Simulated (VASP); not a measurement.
All values below come from PBEsol GGA, VASP's PBE PAW potentials (set 64) (plane waves; VASP).

VASP ran on this input.

### POSCAR
```
RhB
3.2644110
  0.0000000000   0.7071068694   0.7071068694
  0.7071068694   0.0000000000   0.7071068694
  0.7071068694   0.7071068694   0.0000000000
Rh B
1 1
direct
  0.0000000000   0.0000000000   0.0000000000
  0.2500000000   0.2500000000   0.2500000000
```

INCAR:
```
EDIFF  =  1E-7
ALGO  =  Normal
LWAVE  =  .FALSE.
LASPH  =  .TRUE.   # aspherical one-centre terms
ISMEAR  =  0   # Gaussian
LCHARG  =  .FALSE.
NELM  =  100
GGA  =  PS
SIGMA  =  0.05   # width (eV)
SYSTEM  =  RhB
LMAXMIX  =  4
ICHARG  =  11
LREAL  =  .FALSE.   # projection in real space or not
LORBIT  =  11   # lm-projected
PREC  =  Accurate
ENCUT  =  520
```

File KPOINTS:
```
k-points along high-symmetry lines
15
Line-mode
Reciprocal
  0.000000   0.000000   0.000000 ! GAMMA
 -0.500000  -0.500000   0.000000 ! X

 -0.500000  -0.500000   0.000000 ! X
 -0.375000  -0.375000   0.250000 ! U

 -0.375000  -0.000000   0.375000 ! K
  0.000000   0.000000   0.000000 ! GAMMA

  0.000000   0.000000   0.000000 ! GAMMA
  0.000000   0.000000   0.500000 ! L

  0.000000   0.000000   0.500000 ! L
 -0.500000  -0.250000   0.250000 ! W

 -0.500000  -0.250000   0.250000 ! W
 -0.500000  -0.500000   0.000000 ! X
```

POTCAR, in this order: Rh_pv B (PBE.64 set). Program: vasp_std. Read from the step before: CHGCAR.

Output of the run:

File OSZICAR:
```
       N       E                     dE             d eps       ncg     rms          rms(c)
DAV:   1     0.137520883030E+03    0.13752E+03   -0.11074E+04  2372   0.141E+03
DAV:   2    -0.122228081381E+02   -0.14974E+03   -0.14399E+03  2555   0.380E+02
DAV:   3    -0.146785095011E+02   -0.24557E+01   -0.24451E+01  2770   0.539E+01
DAV:   4    -0.146953159269E+02   -0.16806E-01   -0.16805E-01  2601   0.461E+00
DAV:   5    -0.146956288793E+02   -0.31295E-03   -0.31295E-03  2810   0.601E-01
DAV:   6    -0.146956383177E+02   -0.94384E-05   -0.94382E-05  3008   0.920E-02
DAV:   7    -0.146956384826E+02   -0.16488E-06   -0.16467E-06  2532   0.962E-03
DAV:   8    -0.146956384885E+02   -0.58676E-08   -0.58456E-08  1976   0.169E-03
   1 F= -.14695638E+02 E0= -.14695638E+02  d E =-.328462E-08
```

**OUTCAR**
```
 val. band max:        7.4504523245   @ k =  -0.5000  -0.2500   0.2500

 cond. band min:       7.8068503868   @ k =  -0.1786  -0.0893   0.4107



 k-point     1 :       0.0000    0.0000    0.0000
  band No.  band energies     occupation
      1     -38.9238      2.00000
      2     -38.9238      2.00000
      3     -38.9238      2.00000
      4      -2.3389      2.00000
      5       2.7108      2.00000
      6       2.7108      2.00000
      7       2.7108      2.00000
      8       5.6044      2.00000
      9       5.6044      2.00000
     10      16.1446      0.00000
     11      16.1446      0.00000
     12      16.1446      0.00000
     13      16.4466      0.00000

 k-point     2 :      -0.0357   -0.0357    0.0000
  band No.  band energies     occupation
      1     -38.9251      2.00000
      2     -38.9243      2.00000
      3     -38.9243      2.00000
      4      -2.3044      2.00000
      5       2.6937      2.00000
      6       2.7299      2.00000
      7       2.7299      2.00000
      8       5.5802      2.00000
      9       5.6137      2.00000
     10      16.0728      0.00000
     11      16.0728      0.00000
     12      16.1047      0.00000
     13      16.5085      0.00000

 k-point     3 :      -0.0714   -0.0714    0.0000
  band No.  band energies     occupation
      1     -38.9289      2.00000
      2     -38.9259      2.00000
      3     -38.9259      2.00000
      4      -2.2018      2.00000
      5       2.6438      2.00000
      6       2.7868      2.00000
      7       2.7868      2.00000
      8       5.5100      2.00000
      9       5.6413      2.00000
     10      15.8576      0.00000
     11      15.8576      0.00000
     12      16.0122      0.00000
     13      16.6571      0.00000

 k-point     4 :      -0.1071   -0.1071    0.0000
  band No.  band energies     occupation
      1     -38.9349      2.00000
      2     -38.9285      2.00000
      3     -38.9285      2.00000
      4      -2.0340      2.00000
...
```

The density is held fixed in this step, so its total energy and stress have no physical meaning.

The structure was generated: RhB was put into the zinc blende type (F-43m), which need not be its known phase. It was relaxed first, which changed the volume by -31 %.
